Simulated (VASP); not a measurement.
A convergence study with VASP on FeAl (CsCl type): one setting is varied, all else stays as given below, so the limit is that of these other settings.

```yaml
crystal:
  lattice:
    - [2.91000, 0.00000, 0.00000]
    - [0.00000, 2.91000, 0.00000]
    - [0.00000, 0.00000, 2.91000]
  atoms:
    - { symbol: Al, position: [0.50000, 0.50000, 0.50000] }
    - { symbol: Fe, position: [0.00000, 0.00000, 0.00000] }
```

Computed with PBE GGA, VASP's PBE PAW potentials (set 64) (plane waves; VASP). The tightest run used: 550 eV cut-off, 18×18×18 Monkhorst-Pack mesh, first-order Methfessel-Paxton smearing of 0.10 eV, potentials Al Fe.

```
setting     E (eV/atom)  pressure (GPa)  irreducible k-points
----------  -----------  --------------  --------------------
1×1×1 mesh      -5.4089          -24.55                     1
2×2×2 mesh      -6.2658          -10.74                     1
3×3×3 mesh      -6.2483           -6.79                     4
4×4×4 mesh      -6.2135           -5.31                     4
5×5×5 mesh      -6.2595           -6.26                    10
```

Task: These are the cheaper rows. Estimate the results at 18×18×18 mesh, and how far the last row shown lies from them.

Result: 
```json
[
 {"quantity": "E (eV/atom)", "tightest run": "-6.2942", "last row shown is off by": "0.0347"},
 {"quantity": "pressure (GPa)", "tightest run": "-7.09", "last row shown is off by": "0.84"}
]
```

Left out are rungs that failed or repeat a setting and relaxations that didn't move; long series are thinned to 24 rows.

The compound is FeAl in the CsCl type structure. The cell was not relaxed at this level. The run is not spin-polarised, so no magnetic state was tried. The electron count is odd and the run is not spin-polarised, which forces a metal.
